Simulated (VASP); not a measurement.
Method: HSE06 screened hybrid (exact exchange on a k-mesh reduced by 4x4x4), VASP's PBE PAW potentials (set 64) (plane waves; VASP).

A VASP calculation is set up with these files.

### POSCAR
```
C
1
    0.0000000000     1.7866387897     1.7866387897
    1.7866387897     0.0000000000     1.7866387897
    1.7866387897     1.7866387897     0.0000000000
C
2
Direct
  0.0000000000   0.0000000000   0.0000000000
  0.2500000000   0.2500000000   0.2500000000
```

File KPOINTS:
```
Automatic mesh
0
Gamma
16 16 16
0 0 0
```

### INCAR
```
SYSTEM = C
PREC = Normal
ENCUT = 400
EDIFF = 1E-5
NELM = 50
ALGO = Normal
LREAL = .FALSE.
LASPH = .TRUE.
ISMEAR = 0
SIGMA = 0.05
GGA = PE
LWAVE = .FALSE.
LCHARG = .FALSE.
NELMIN = 4
HFSCREEN = 0.2
AEXX = 0.25
LHFCALC = .TRUE.
PRECFOCK = Fast
ISYM = 3
ISIF = 0
NKREDX = 4
NKREDY = 4
NKREDZ = 4
```

POTCAR, in this order: C (PBE.64 set). Program: vasp_std. Read from the step before: WAVECAR.

Exact exchange is summed on a reduced mesh (NKRED).

Problem. Estimate the energy per atom (σ→0).

Solution. 
```
Quantity                        Result
---------------------  ---------------
energy per atom (σ→0)  -10.559 eV/atom
```

**OSZICAR**
```
...
DAV:   1    -0.211179833489E+02   -0.21118E+02   -0.28026E-01  2928   0.508E+00    0.704E-01
DAV:   2    -0.211183094886E+02   -0.32614E-03   -0.13775E-03  3000   0.335E-01    0.431E-01
DAV:   3    -0.211177586296E+02    0.55086E-03   -0.43055E-04  2480   0.189E-01    0.232E-01
DAV:   4    -0.211176091616E+02    0.14947E-03   -0.12779E-04  2424   0.106E-01    0.124E-01
DAV:   5    -0.211175681291E+02    0.41032E-04   -0.31086E-05  2464   0.538E-02    0.662E-02
DAV:   6    -0.211175567339E+02    0.11395E-04   -0.70681E-06  1608   0.268E-02    0.365E-02
DAV:   7    -0.211175532997E+02    0.34342E-05   -0.21501E-06  1160   0.167E-02
   1 F= -.21117553E+02 E0= -.21117553E+02  d E =-.513360E-17
```

The compound is C in the diamond structure. It was relaxed first. The cell's shape comes from a PBE relaxation.
